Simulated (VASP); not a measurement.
# AgB2 (P6/mmm) in VASP: further runs, part 3 of 3

VASP 6.6.1.

**6. Single point, r2SCAN**

File INCAR:

```
SYSTEM = AgB2
PREC = Accurate
ENCUT = 400
EDIFF = 1E-6
ISMEAR = 0
SIGMA = 0.05
LREAL = .False.
LASPH = .True.
NELM = 100
ALGO = Normal
ISIF = 2
LWAVE = .False.
LCHARG = .False.
METAGGA = R2SCAN
LMIXTAU = .True.
ADDGRID = .False.
```

File KPOINTS:

```
regular mesh
0
Gamma
  4 4 3
  0 0 0
```

File POSCAR:

```
AgB2
1.0
    3.0000000000      0.0000000000      0.0000000000
   -1.5000000000      2.5980762114      0.0000000000
    0.0000000000      0.0000000000      3.2400000000
Ag B
1 2
Direct
    0.0000000000      0.0000000000      0.0000000000
    0.6666666667      0.3333333333      0.5000000000
    0.3333333333      0.6666666667      0.5000000000
```

Potentials or basis: VASP PAW PBE potentials, release 64 (Ag, B).

Command:

```console
$ cat potpaw_PBE.64/Ag/POTCAR potpaw_PBE.64/B/POTCAR > POTCAR
$ mpirun -np 1 vasp_std > vasp.out
```

OUTCAR:

```text
SYSTEM = AgB2
   PREC = Accurate
   ENCUT = 400
   EDIFF = 1E-6
   ISMEAR = 0
   LREAL = .False.
   LASPH = .True.
   NELM = 100
   ISIF = 2
   METAGGA = R2SCAN

 Found      8 irreducible k-points:

 Following reciprocal coordinates:
            Coordinates               Weight
  0.000000  0.000000  0.000000      1.000000
  0.250000 -0.000000  0.000000      6.000000
  0.500000 -0.000000  0.000000      3.000000
  0.250000  0.250000  0.000000      6.000000
  0.000000  0.000000  0.333333      2.000000
  0.250000 -0.000000  0.333333     12.000000
   k-points           NKPTS =      8   k-points in BZ     NKDIM =      8   number of bands    NBANDS=     12
   number of dos      NEDOS =    301   number of ions     NIONS =      3
   total plane-waves  NPLWV =   9600
   dimension x,y,z NGX =    20 NGY =   20 NGZ =   24
   dimension x,y,z NGXF=    40 NGYF=   40 NGZF=   48
   ions per type =               1   2
   NGX,Y,Z   is equivalent  to a cutoff of  11.08, 11.08, 12.31 a.u.
   NGXF,Y,Z  is equivalent  to a cutoff of  22.17, 22.17, 24.63 a.u.
 SYSTEM =  AgB2
   PREC   = accura    normal or accurate (medium, high low for compatibility)
   ISTART =      0    job   : 0-new  1-cont  2-samecut
   ICHARG =      2    charge: 1-file 2-atom 10-const
   ISPIN  =      1    spin polarized calculation?
   LNONCOLLINEAR =      F non collinear calculations
   LSORBIT =      F    spin-orbit coupling
   LASPH  =      T    aspherical Exc in radial PAW
   ENCUT  =  400.0 eV  29.40 Ry    5.42 a.u.   4.89  4.89  5.28*2*pi/ulx,y,z
[... 67 lines left out ...]
      8      11.7044      0.00000
      9      11.7044      0.00000
     10      16.4941      0.00000
     11      16.4941      0.00000
     12      16.7914      0.00000
[... 61 lines left out ...]
 k-point     6 :       0.2500   -0.0000    0.3333
  band No.  band energies     occupation
      1      -2.2994      2.00000
      2       2.3649      2.00000
      3       3.6835      2.00000
      4       3.9975      2.00000
      5       4.0681      2.00000
      6       5.1453      2.00000
      7       6.5687      2.00000
      8       9.3836      2.00000
      9      10.4326      1.44228
     10      16.3286      0.00000
     11      17.8569      0.00000
     12      21.7708      0.00000

 [... further k-points ...]
[... 5 lines left out ...]
  --------------------------------------------------------------------------------------
  -------------------------------------------------------------------------------------
  Total        6.1088991      6.1088991     13.3757937      0.0000000     -0.0000000     -0.0000000
  in kB      387.5746671    387.5746671    848.6175153      0.0000000     -0.0000000     -0.0000000
  external PRESSURE =     541.2556165 kB  Pullay stress =       0.0000000 kB

 VOLUME and BASIS-vectors are now :
 -----------------------------------------------------------------------------
  energy-cutoff  :      400.00
  volume of cell :       25.25
      direct lattice vectors                 reciprocal lattice vectors
     3.000000000  0.000000000  0.000000000     0.333333333  0.192450090  0.000000000
    -1.500000000  2.598076211  0.000000000     0.000000000  0.384900179  0.000000000
     0.000000000  0.000000000  3.240000000     0.000000000  0.000000000  0.308641975

 POSITION                                       TOTAL-FORCE (eV/Angst)
 -----------------------------------------------------------------------------------
      0.00000      0.00000      0.00000         0.000000      0.000000      0.000000
      1.50000      0.86603      1.62000         0.000000      0.000000     -0.000000
     -0.00000      1.73205      1.62000        -0.000000     -0.000000      0.000000
 -----------------------------------------------------------------------------------
    total drift:                               -0.000000      0.000000      0.000000

  FREE ENERGIE OF THE ION-ELECTRON SYSTEM (eV)
  ---------------------------------------------------
  free  energy   TOTEN  =       -32.9936273593 eV

  energy  without entropy=      -32.9863675289  energy(sigma->0) =      -32.98999744
```

OSZICAR:

```text
N       E                     dE             d eps       ncg     rms          rms(c)
DAV:   1     0.324146101434E+02    0.32415E+02   -0.69495E+03   208   0.108E+03
DAV:   2    -0.390713308772E+02   -0.71486E+02   -0.67020E+02   212   0.238E+02
DAV:   3    -0.406774726980E+02   -0.16061E+01   -0.15772E+01   228   0.370E+01
DAV:   4    -0.406853950273E+02   -0.79223E-02   -0.79185E-02   224   0.268E+00
DAV:   5    -0.406854628260E+02   -0.67799E-04   -0.67781E-04   224   0.243E-01    0.195E+01
DAV:   6    -0.332671521753E+02    0.74183E+01   -0.18332E+01   192   0.697E+01    0.203E+01
DAV:   7    -0.330540538806E+02    0.21310E+00   -0.19495E+00   208   0.223E+01    0.913E+00
DAV:   8    -0.329890815852E+02    0.64972E-01   -0.21067E-01   200   0.523E+00    0.191E+00
DAV:   9    -0.329936292276E+02   -0.45476E-02   -0.81165E-03   200   0.127E+00    0.731E-01
DAV:  10    -0.329908187564E+02    0.28105E-02   -0.13121E-02   192   0.163E+00    0.453E-01
DAV:  11    -0.329932398884E+02   -0.24211E-02   -0.39279E-03   200   0.850E-01    0.520E-02
DAV:  12    -0.329935864226E+02   -0.34653E-03   -0.50613E-04   208   0.284E-01    0.438E-02
DAV:  13    -0.329935074929E+02    0.78930E-04   -0.15387E-04   204   0.150E-01    0.319E-02
DAV:  14    -0.329936291662E+02   -0.12167E-03   -0.98017E-05   200   0.128E-01    0.533E-03
DAV:  15    -0.329936269797E+02    0.21865E-05   -0.55975E-06   236   0.340E-02    0.277E-03
DAV:  16    -0.329936273593E+02   -0.37955E-06   -0.44596E-07   116   0.835E-03
   1 F= -.32993627E+02 E0= -.32989997E+02  d E =-.725983E-02
```

It took 8 s on 1 thread of Intel Xeon 6975P-C (Granite Rapids), shared host; peak memory 0.13 GiB.

The run converged, but some of its settings lie outside the range that counts as converged, so its numbers aren't taken as properties of the crystal.

Results:

- Free energy: -32.9936 eV
- Pressure: 54.1 GPa
- Band gap on the k mesh: none (metal or under the smearing width)

Caveat: the k mesh is coarse (spacing up to 0.65 Å⁻¹), so the values aren't converged; a pressure of tens of GPa on the cell as given is suspect, and the run, the potentials or the cell itself is likely at fault; the PAW data sets were made with another functional, which shifts forces and pressure a little.
